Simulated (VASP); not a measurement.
A convergence study with VASP on CoSi2 (fluorite): a few settings are varied, all else stays as given below, so the limit is that of these other settings. The cell's lengths are 1 % over those of the tabulated start and one atom is moved, so it is off equilibrium.

```xyz
3
Lattice="0.0000 2.7068 2.7068 2.7068 0.0000 2.7068 2.7068 2.7068 0.0000" Properties=species:S:1:pos:R:3 pbc="T T T"
Co     0.0000     0.0000     0.0000
Si     1.3534     1.3534     1.3534
Si     4.1208     4.0602     4.0602
```

The numbers are results of LDA (Ceperley-Alder, Perdew-Zunger), VASP's LDA PAW potentials (set 64) (plane waves; VASP), not measurements. The last row used: LREAL = Auto, 600 eV cut-off, 8×8×8 Γ-centred mesh, first-order Methfessel-Paxton smearing of 0.10 eV, potentials Co Si.

| setting | E (eV/atom) | pressure (GPa) | largest force (eV/Å) | plane waves |
|---|---|---|---|---|
| ENCUT = 300, LREAL = .FALSE., PREC = Normal | -7.2589 | -13.30 | 0.390 | 489 |
| ENCUT = 400, LREAL = .FALSE., PREC = Normal | -7.2625 | -13.19 | 0.394 | 736 |
| ENCUT = 500, LREAL = .FALSE., PREC = Normal | -7.2623 | -13.04 | 0.394 | 1036 |
| ENCUT = 600, LREAL = .FALSE., PREC = Normal | -7.2623 | -13.07 | 0.394 | 1363 |
| ENCUT = 300, LREAL = .FALSE., PREC = Accurate | -7.2591 | -13.30 | 0.391 | 489 |
| ENCUT = 400, LREAL = .FALSE., PREC = Accurate | -7.2625 | -13.19 | 0.394 | 736 |
| ENCUT = 500, LREAL = .FALSE., PREC = Accurate | -7.2623 | -13.04 | 0.394 | 1036 |
| ENCUT = 600, LREAL = .FALSE., PREC = Accurate | -7.2623 | -13.07 | 0.394 | 1363 |
| ENCUT = 300, LREAL = Auto, PREC = Normal | -7.2600 | -13.33 | 0.389 | 489 |
| ENCUT = 400, LREAL = Auto, PREC = Normal | -7.2629 | -13.09 | 0.402 | 736 |
| ENCUT = 500, LREAL = Auto, PREC = Normal | -7.2624 | -13.06 | 0.403 | 1036 |
| ENCUT = 600, LREAL = Auto, PREC = Normal | -7.2628 | -13.09 | 0.391 | 1363 |
| ENCUT = 300, LREAL = Auto, PREC = Accurate | -7.2594 | -13.32 | 0.391 | 489 |
| ENCUT = 400, LREAL = Auto, PREC = Accurate | -7.2628 | -13.23 | 0.395 | 736 |
| ENCUT = 500, LREAL = Auto, PREC = Accurate | -7.2625 | -13.07 | 0.396 | 1036 |
| ENCUT = 600, LREAL = Auto, PREC = Accurate | -7.2627 | -13.05 | 0.398 | 1363 |

Left out are rungs that failed or repeat a setting and relaxations that didn't move; long series are thinned to 24 rows.

The compound is CoSi2 in the fluorite structure. The cell was not relaxed at this level, it is distorted from the ideal structure. The run is not spin-polarised, so no magnetic state was tried. The electron count is odd and the run is not spin-polarised, which forces a metal.
